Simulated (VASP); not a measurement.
# Mg6TiCo (Amm2) in VASP: notebook

One crystal, Mg6TiCo, is run at these levels: PBE; tasks: single point.

All numbers are computed with VASP 6.6.1; they aren't measurements. Logs are shortened: lines on timing, memory, paths and dates and some standing lists are left out, and cuts for length are marked.

## (1) The crystal as given

It takes space group Amm2 (No. 38, orthorhombic). The conventional cell has a = 4.717 Å, b = 6.037 Å, c = 11.000 Å, α = 90.00°, β = 90.00°, γ = 90.00°. Around Co (site symmetry mm2) lie 2 Ti at 2.64 Å and 2 Mg at 2.78 Å. Ti (site symmetry mm2) is surrounded by 2 Co at 2.64 Å and 8 Mg at 2.91 to 3.03 Å. Around Mg (site symmetry mm2) lie 10 Mg at 2.96 to 3.21 Å and 2 Ti at 3.03 Å. Mg (site symmetry m) is surrounded by 8 Mg at 2.89 to 3.21 Å and 1 Ti at 2.91 Å and 2 Co at 3.07 Å. Around Mg (site symmetry mm2) lie 10 Mg at 2.96 to 3.16 Å and 2 Co at 3.04 Å. Mg (site symmetry m) is surrounded by 1 Co at 2.78 Å and 8 Mg at 2.90 to 3.16 Å and 2 Ti at 3.01 Å.

The cell comes from a database or a generator and needn't be the stable form of this composition.

## (2) Single point, PBE, collinear spin, ferromagnetic start

The input, INCAR:

```
  ALGO = Normal
  EDIFF = 1E-7
  ENCUT = 520
  GGA = PE
  ISIF = 2
  ISMEAR = 0
  ISPIN = 2
  LASPH = T
  LCHARG = F
  LMAXMIX = 4
  LORBIT = 11
  LREAL = F
  LWAVE = F
  MAGMOM = 2 1 0 0 0 0 0 0
  NELM = 150
  PREC = Accurate
  SIGMA = 0.02
```

The input, KPOINTS:

```
k-points
0
Gamma
  6 5 5
```

The input, POSCAR:

```
Mg6TiCo
1.0
    4.7166050000      0.0000000000      0.0000000000
    0.0000000000      3.0183690000      5.4998395000
    0.0000000000     -3.0183690000      5.4998395000
Co Ti Mg
1 1 6
Direct
    0.0000000000      0.8000340000      0.8000340000
    0.5000000000      0.6925340000      0.6925340000
    0.5000000000      0.1669990000      0.1669990000
    0.5000000000      0.1612110000      0.6820810000
    0.5000000000      0.6820810000      0.1612110000
    0.0000000000      0.3289710000      0.3289710000
    0.0000000000      0.3441190000      0.8240530000
    0.0000000000      0.8240530000      0.3441190000
```

Potentials or basis: VASP PAW PBE potentials, release 64 (Co, Ti_pv, Mg_pv).

Command:

```console
> cat potpaw_PBE.64/Co/POTCAR potpaw_PBE.64/Ti_pv/POTCAR potpaw_PBE.64/Mg_pv/POTCAR > POTCAR
> mpirun -np 1 vasp_std > vasp.out
```

OUTCAR:

```text
EDIFF = 1E-7
   ENCUT = 520
   GGA = PE
   ISIF = 2
   ISMEAR = 0
   ISPIN = 2
   LASPH = T
   LORBIT = 11
   LREAL = F
   NELM = 150
   PREC = Accurate

 ion  position               nearest neighbor table
   1  0.000  0.800  0.800-   2 2.64   2 2.64   8 2.78   7 2.78
   2  0.500  0.693  0.693-   1 2.64   1 2.64
   3  0.500  0.167  0.167-
   4  0.500  0.161  0.682-
   5  0.500  0.682  0.161-
   6  0.000  0.329  0.329-
   7  0.000  0.344  0.824-   1 2.78
   8  0.000  0.824  0.344-   1 2.78

  LATTYP: Found a base centered orthorhombic cell.
 ALAT       =     6.0367380000
 B/A-ratio  =     1.8221229744
 C/A-ratio  =     0.7813168304

  Lattice vectors:

 A1 = (   0.0000000000,   3.0183690000,  -5.4998395000)
 A2 = (   0.0000000000,   3.0183690000,   5.4998395000)
 A3 = (   4.7166050000,   0.0000000000,   0.0000000000)

Analysis of symmetry for initial positions (statically):
=====================================================================
 Subroutine PRICEL returns:
 Original cell was already a primitive cell.

 Routine SETGRP: Setting up the symmetry group for a
 base centered orthorhombic supercell.

 Subroutine GETGRP returns: Found  4 space group operations
 (whereof  4 operations were pure point group operations)
 out of a pool of  8 trial point group operations.

The static configuration has the point symmetry C_2v.

Analysis of symmetry for dynamics (positions and initial velocities):
=====================================================================
 Subroutine PRICEL returns:
 Original cell was already a primitive cell.

 Routine SETGRP: Setting up the symmetry group for a
 base centered orthorhombic supercell.

 Subroutine GETGRP returns: Found  4 space group operations
 (whereof  4 operations were pure point group operations)
 out of a pool of  8 trial point group operations.

The dynamic configuration has the point symmetry C_2v.

Analysis of structural, dynamic, and magnetic symmetry:
=====================================================================
 Subroutine PRICEL returns:
 Original cell was already a primitive cell.

 Routine SETGRP: Setting up the symmetry group for a
 base centered orthorhombic supercell.

 Subroutine GETGRP returns: Found  4 space group operations
 (whereof  4 operations were pure point group operations)
 out of a pool of  8 trial point group operations.

The overall configuration has the point symmetry C_2v.

 Subroutine INISYM returns: Found  4 space group operations
 (whereof  4 operations are pure point group operations),
 and found     1 'primitive' translations

----------------------------------------------------------------------------------------

                                     Primitive cell

  volume of cell :     156.5964

  direct lattice vectors                    reciprocal lattice vectors
     4.716605000  0.000000000  0.000000000     0.212016906  0.000000000  0.000000000
     0.000000000  3.018369000  5.499839500     0.000000000  0.165652377  0.090911744
     0.000000000 -3.018369000  5.499839500     0.000000000 -0.165652377  0.090911744

  length of vectors
     4.716605000  6.273658099  6.273658099     0.212016906  0.188959401  0.188959401

  position of ions in fractional coordinates (direct lattice)
     0.000000000  0.800034000  0.800034000
     0.500000000  0.692534000  0.692534000
     0.500000000  0.166999000  0.166999000
     0.500000000  0.161211000  0.682081000
     0.500000000  0.682081000  0.161211000
     0.000000000  0.328971000  0.328971000
     0.000000000  0.344119000  0.824053000
     0.000000000  0.824053000  0.344119000

  ion indices of the primitive-cell ions
   primitive index   ion index
                 1           1
                 2           2
                 3           3
                 4           4
                 5           5
                 6           6
                 7           7
                 8           8

----------------------------------------------------------------------------------------

 KPOINTS: k-points

Automatic generation of k-mesh.
 Grid dimensions read from file:
 generate k-points for:    6    5    5

 Generating k-lattice:

  Cartesian coordinates                     Fractional coordinates (reciprocal lattice)
     0.035336151  0.000000000  0.000000000     0.166666667  0.000000000  0.000000000
     0.000000000  0.033130475  0.018182349     0.000000000  0.200000000 -0.000000000
     0.000000000 -0.033130475  0.018182349     0.000000000 -0.000000000  0.200000000

  Length of vectors
     0.035336151  0.037791880  0.037791880

  Shift w.r.t. Gamma in fractional coordinates (k-lattice)
     0.000000000  0.000000000  0.000000000

 Subroutine IBZKPT returns following result:
 ===========================================

 Found     36 irreducible k-points:

 Following reciprocal coordinates:
            Coordinates               Weight
  0.000000  0.000000  0.000000      1.000000
  0.166667  0.000000  0.000000      2.000000
  0.333333  0.000000  0.000000      2.000000
  0.500000  0.000000  0.000000      1.000000
  0.000000  0.200000  0.000000      4.000000
  0.166667  0.200000  0.000000      8.000000
[... 16 lines left out ...]
  0.333333 -0.400000  0.200000      8.000000
  0.500000 -0.400000  0.200000      4.000000
 [... further k-points ...]
   k-points           NKPTS =     36   k-points in BZ     NKDIM =     36   number of bands    NBANDS=     42
   number of dos      NEDOS =    301   number of ions     NIONS =      8
   total plane-waves  NPLWV =  82944
   dimension x,y,z NGX =    36 NGY =   48 NGZ =   48
   dimension x,y,z NGXF=    72 NGYF=   96 NGZF=   96
   ions per type =               1   1   6
   NGX,Y,Z   is equivalent  to a cutoff of  12.69, 12.72, 12.72 a.u.
   NGXF,Y,Z  is equivalent  to a cutoff of  25.38, 25.44, 25.44 a.u.
 SYSTEM =  unknown system
   PREC   = accura    normal or accurate (medium, high low for compatibility)
   ISTART =      0    job   : 0-new  1-cont  2-samecut
   ICHARG =      2    charge: 1-file 2-atom 10-const
   ISPIN  =      2    spin polarized calculation?
   LNONCOLLINEAR =      F non collinear calculations
   LSORBIT =      F    spin-orbit coupling
   LASPH  =      T    aspherical Exc in radial PAW
   ENCUT  =  520.0 eV  38.22 Ry    6.18 a.u.   8.77 11.66 11.66*2*pi/ulx,y,z
   NELM   =    150;   NELMIN=  2; NELMDL= -5     # of ELM steps
   EDIFF  = 0.1E-06   stopping-criterion for ELM
   LREAL  =      F    real-space projection
   EDIFFG = 0.1E-05   stopping-criterion for IOM
   NSW    =      0    number of steps for IOM
   IBRION =     -1    ionic relax: 0-MD 1-quasi-New 2-CG
   NFREE  =      0    steps in history (QN), initial steepest desc. (CG)
   ISIF   =      2    stress and relaxation
   ISYM   =      2    0-nonsym 1-usesym 2-fastsym
   POTIM  = 0.5000    time-step for ionic-motion
   TEBEG  =    0.0;   TEEND  =   0.0 temperature during run
   PSTRESS=    0.0 pullay stress
   NELECT =      67.0000    total number of electrons
   NUPDOWN=      -1.0000    fix difference up-down
   EMIN   =  10.00;   EMAX   =-10.00  energy-range for DOS
   EFERMI =   0.00;   METHOD = LEGACY
   ISMEAR =     0;   SIGMA  =   0.02  broadening in eV -4-tet -1-fermi 0-gaus
   EFERMI_NEDOS =   21; number of points for ismear=-14 and -15
   IALGO  =     38    algorithm
   IMIX   =      4    mixing-type and parameters
     AMIX     =   0.40;   BMIX     =  1.00
     AMIX_MAG =   1.60;   BMIX_MAG =  1.00
  volume/ion in A,a.u.               =      19.57       132.10
  Fermi-wavevector in a.u.,A,eV,Ry     =   1.233595  2.331156 20.704745  1.521756
  Thomas-Fermi vector in A             =   2.368319
   LORBIT       =     11    0 simple, 1 ext, 2 COOP (PROOUT), +10 PAW based schemes
   GGA     = PE    functional components
   LHFCALC =     F    Hartree Fock is set to
   AEXX    =    0.0000 exact exchange contribution
   IVDW    =     0    specifies the selected vdW correction
   LEPSILON=     F    determine dielectric tensor
   LRPA    =     F    only Hartree local field effects (RPA)
 spin polarized calculation
 Gauss-broadening in eV      SIGMA  =   0.02
  energy-cutoff  :      520.00
  volume of cell :      156.60
 maximum number of plane-waves:      4247
 NGX is ok and might be reduce to    36
   NGX = 17   NGY = 23   NGZ = 23

 number of electron      66.9999969 magnetization       0.2931539

 Free energy of the ion-electron system (eV)
  ---------------------------------------------------
  ext. energy  EPLUGINS =         0.00000000
  ---------------------------------------------------
  free energy    TOTEN  =       -22.75815660 eV

  energy without entropy =      -22.75707700  energy(sigma->0) =      -22.75761680

 E-fermi :   3.2837     XC(G=0):  -9.6301

 val. band max:        3.2831485434   @ k =   0.1667  -0.2000   0.2000
 cond. band min:       3.2839615856   @ k =   0.0000  -0.4000   0.2000
 fundamental gap:      0.0008130422
 Fermi energy:         3.2837273710

 spin component 1

 k-point     1 :       0.0000    0.0000    0.0000
  band No.  band energies     occupation
      1     -39.3406      1.00000
      2     -39.3384      1.00000
      3     -39.2844      1.00000
      4     -38.9559      1.00000
      5     -38.9368      1.00000
      6     -38.9324      1.00000
[... 34 lines left out ...]
     41       6.7542      0.00000
     42       7.0752      0.00000

 k-point     2 :       0.1667    0.0000    0.0000
  band No.  band energies     occupation
      1     -39.3406      1.00000
      2     -39.3385      1.00000
      3     -39.2844      1.00000
      4     -38.9572      1.00000
      5     -38.9355      1.00000
      6     -38.9324      1.00000
[... 979 lines left out ...]
     41       6.2070      0.00000
     42       7.0278      0.00000

 k-point    24 :       0.5000   -0.4000    0.2000
  band No.  band energies     occupation
      1     -39.3406      1.00000
      2     -39.3384      1.00000
      3     -39.2844      1.00000
      4     -38.9511      1.00000
      5     -38.9422      1.00000
      6     -38.9268      1.00000
[... 34 lines left out ...]
     41       6.0003      0.00000
     42       6.9094      0.00000

 [... further k-points ...]

 spin component 2

 k-point     1 :       0.0000    0.0000    0.0000
  band No.  band energies     occupation
      1     -39.3372      1.00000
      2     -39.3362      1.00000
      3     -39.2880      1.00000
      4     -38.9511      1.00000
      5     -38.9335      1.00000
      6     -38.9277      1.00000
[... 34 lines left out ...]
     41       6.8178      0.00000
     42       7.1149      0.00000

 k-point     2 :       0.1667    0.0000    0.0000
  band No.  band energies     occupation
      1     -39.3372      1.00000
      2     -39.3362      1.00000
      3     -39.2880      1.00000
      4     -38.9523      1.00000
      5     -38.9324      1.00000
      6     -38.9279      1.00000
[... 979 lines left out ...]
     41       6.1278      0.00000
     42       7.0212      0.00000

 k-point    24 :       0.5000   -0.4000    0.2000
  band No.  band energies     occupation
      1     -39.3372      1.00000
      2     -39.3361      1.00000
      3     -39.2880      1.00000
      4     -38.9460      1.00000
      5     -38.9370      1.00000
      6     -38.9247      1.00000
[... 34 lines left out ...]
     41       5.8942      0.00000
     42       6.9045      0.00000

 [... further k-points ...]

------------------------ aborting loop because EDIFF is reached ----------------------------------------

  FORCE on cell =-STRESS in cart. coord.  units (eV):
  Direction    XX          YY          ZZ          XY          YZ          ZX
  --------------------------------------------------------------------------------------
  -------------------------------------------------------------------------------------
  Total       -0.1637826     -0.1581221     -0.0500154      0.0000000      0.0000000      0.0000000
  in kB       -1.6757008     -1.6177872     -0.5117205      0.0000000      0.0000000      0.0000000
  external PRESSURE =      -1.2684028 kB  Pullay stress =       0.0000000 kB

 VOLUME and BASIS-vectors are now :
 -----------------------------------------------------------------------------
  energy-cutoff  :      520.00
  volume of cell :      156.60
      direct lattice vectors                 reciprocal lattice vectors
     4.716605000  0.000000000  0.000000000     0.212016906  0.000000000  0.000000000
     0.000000000  3.018369000  5.499839500     0.000000000  0.165652377  0.090911744
     0.000000000 -3.018369000  5.499839500     0.000000000 -0.165652377  0.090911744

 POSITION                                       TOTAL-FORCE (eV/Angst)
 -----------------------------------------------------------------------------------
      0.00000      0.00000      8.80012         0.000000      0.000000      0.054779
      2.35830      0.00000      7.61765         0.000000      0.000000     -0.024570
      2.35830      0.00000      1.83694         0.000000      0.000000      0.016302
      2.35830     -1.57218      4.63797         0.000000      0.020224      0.020762
      2.35830      1.57218      4.63797         0.000000     -0.020224      0.020762
      0.00000      0.00000      3.61858         0.000000      0.000000     -0.021156
      0.00000     -1.44862      6.42476         0.000000     -0.019145     -0.033440
      0.00000      1.44862      6.42476         0.000000      0.019145     -0.033440
 -----------------------------------------------------------------------------------
    total drift:                                0.000000      0.000000     -0.001907

  FREE ENERGIE OF THE ION-ELECTRON SYSTEM (eV)
  ---------------------------------------------------
  free  energy   TOTEN  =       -22.7581565963 eV

  energy  without entropy=      -22.7570770019  energy(sigma->0) =      -22.75761680

 total charge

# of ion       s       p       d       tot
------------------------------------------
    1        0.418   0.270   7.271   7.959
    2        0.273   6.171   1.985   8.429
    3        0.226   6.108   0.015   6.349
    4        0.213   6.100   0.015   6.328
    5        0.213   6.100   0.015   6.328
    6        0.202   6.092   0.015   6.309
    7        0.215   6.102   0.017   6.334
    8        0.215   6.102   0.017   6.334
--------------------------------------------------
tot          1.976  43.045   9.349  54.370

 magnetization (x)

# of ion       s       p       d       tot
------------------------------------------
    1        0.014  -0.006   1.009   1.017
    2       -0.013  -0.016  -0.558  -0.587
    3        0.003   0.003  -0.000   0.006
    4        0.002  -0.002  -0.001  -0.000
    5        0.002  -0.002  -0.001  -0.000
    6       -0.002   0.002   0.000   0.001
    7        0.002  -0.000  -0.001   0.001
    8        0.002  -0.000  -0.001   0.001
--------------------------------------------------
tot          0.010  -0.021   0.449   0.438
```

It took 6.4 min on 1 thread of Intel Xeon 6975P-C (Granite Rapids), shared host; peak memory 0.56 GiB.

What came out:

| Property | Result |
| --- | --- |
| Free energy | -22.7582 eV |
| Pressure | -0.1 GPa |
| Largest force | 0.055 eV/Å |
| Band gap on the k mesh | none (metal or under the smearing width) |
| Net moment | 0.29 μB per cell |
| Site moments | Co +1.02; Ti -0.59; Mg +0.01, -0.00, +0.00 μB |
| Valence electrons inside the program's atomic spheres | Co 7.96; Ti 8.43; Mg 6.35, 6.33, 6.31 |

Forces in eV/Å, atoms in the order of the input:
```
Co   0.000  0.000  0.055
Ti   0.000  0.000 -0.025
Mg   0.000  0.000  0.016
Mg   0.000  0.020  0.021
Mg   0.000 -0.020  0.021
Mg   0.000  0.000 -0.021
Mg   0.000 -0.019 -0.033
Mg   0.000  0.019 -0.033
```

Levels at points of the mesh, in eV from the Fermi level:
Spin up:
```
           k point  band 32  band 33  band 34  band 35  band 36  band 37
(0.00, 0.00, 0.00)    -0.88    -0.83    -0.78     0.26     0.51     0.87
(0.50, 0.00, 0.00)    -0.81    -0.76    -0.47    -0.35    -0.11     0.52
```
Spin down:
```tsv
k point	band 31	band 32	band 33	band 34	band 35	band 36
(0.00, 0.00, 0.00)	-0.80	-0.77	-0.28	0.01	0.01	0.35
(0.50, 0.00, 0.00)	-0.94	-0.81	-0.76	-0.39	-0.24	0.08
```

## (3) Single point, PBE, collinear spin, ferromagnetic start

The input, run.py:

```python
from ase.calculators.vasp import Vasp
from ase.dft.bandgap import bandgap
from ase.io import read

atoms = read('Mg6TiCo.xyz')
atoms.set_initial_magnetic_moments([2.0, 1.0, 0.0, 0.0, 0.0, 0.0, 0.0, 0.0])
calc = Vasp(
    directory='calc',
    xc='pbe',
    pp='PBE',
    setups='materialsproject',
    prec='Accurate',
    encut=520,
    ediff=1e-06,
    ismear=0,
    sigma=0.02,
    lreal=False,
    lasph=True,
    nelm=120,
    algo='Fast',
    isif=2,
    lwave=False,
    lcharg=False,
    ispin=2,
    lorbit=11,
    lmaxmix=4,
    kpts=[6, 5, 5],
    gamma=True,
    nbands=48,
)
atoms.calc = calc

print('energy (eV):', atoms.get_potential_energy())
print('free energy (eV):', atoms.get_potential_energy(force_consistent=True))
print('forces (eV/A):')
print(atoms.get_forces())
print('stress (eV/A^3, Voigt):', atoms.get_stress())
print('Fermi level (eV):', calc.get_fermi_level())
print('moment (muB):', atoms.get_magnetic_moment())
print('site moments (muB):', atoms.get_magnetic_moments())
gap, top, bottom = bandgap(calc)
print('band gap (eV):', gap, 'from (spin, k, band)', top, 'to', bottom)
```

The input, Mg6TiCo.xyz:

```xyz
8
Lattice="4.7166050000 0.0000000000 0.0000000000 0.0000000000 3.0183690000 5.4998395000 0.0000000000 -3.0183690000 5.4998395000" Properties=species:S:1:pos:R:3 pbc="T T T"
Co     0.0000000000      0.0000000000      8.8001171891
Ti     2.3583025000      0.0000000000      7.6176516966
Mg     2.3583025000      0.0000000000      1.8369353933
Mg     2.3583025000     -1.5721778610      4.6379706516
Mg     2.3583025000      1.5721778610      4.6379706516
Mg     0.0000000000      0.0000000000      3.6185754003
Mg     0.0000000000     -1.4486179076      6.4247585084
Mg     0.0000000000      1.4486179076      6.4247585084
```

Potentials or basis: VASP PAW PBE potentials, release 64 (Co, Ti_pv, Mg_pv).

Command:

```console
> python run.py
```

Run time: 6.9 min. Hardware: 1 thread of Intel Xeon 6975P-C (Granite Rapids), shared host; peak memory 0.61 GiB.

The run converged. Its results:

```yaml
Free_energy: -22.7582 eV
Pressure: -0.1 GPa
Largest_force: 0.055 eV/Å
Band_gap_on_the_k_mesh: none (metal or under the smearing width)
Net_moment: 0.29 μB per cell
Site_moments: Co +1.02; Ti -0.59; Mg +0.01, -0.00, +0.00 μB
Valence_electrons_inside_the_program's_atomic_spheres: Co 7.96; Ti 8.43; Mg 6.35, 6.33, 6.31
```

Forces on the atoms (eV/Å):
```
Co   0.000  0.000  0.055
Ti   0.000  0.000 -0.024
Mg   0.000  0.000  0.016
Mg   0.000  0.020  0.021
Mg   0.000 -0.020  0.021
Mg   0.000  0.000 -0.021
Mg   0.000 -0.019 -0.034
Mg   0.000  0.019 -0.034
```

Stress tensor (GPa, compression positive):
```
-0.16  0.00  0.00
 0.00 -0.16  0.00
 0.00  0.00 -0.05
```

Levels at points of the mesh, in eV from the Fermi level:
Spin up:
```csv
k point,band 32,band 33,band 34,band 35,band 36,band 37
"(0.00, 0.00, 0.00)",-0.88,-0.83,-0.78,0.26,0.51,0.87
"(0.50, 0.00, 0.00)",-0.81,-0.76,-0.47,-0.35,-0.11,0.52
```
Spin down:
| k point | band 31 | band 32 | band 33 | band 34 | band 35 | band 36 |
| --- | --- | --- | --- | --- | --- | --- |
| (0.00, 0.00, 0.00) | -0.80 | -0.77 | -0.28 | 0.01 | 0.01 | 0.35 |
| (0.50, 0.00, 0.00) | -0.94 | -0.81 | -0.76 | -0.39 | -0.24 | 0.08 |
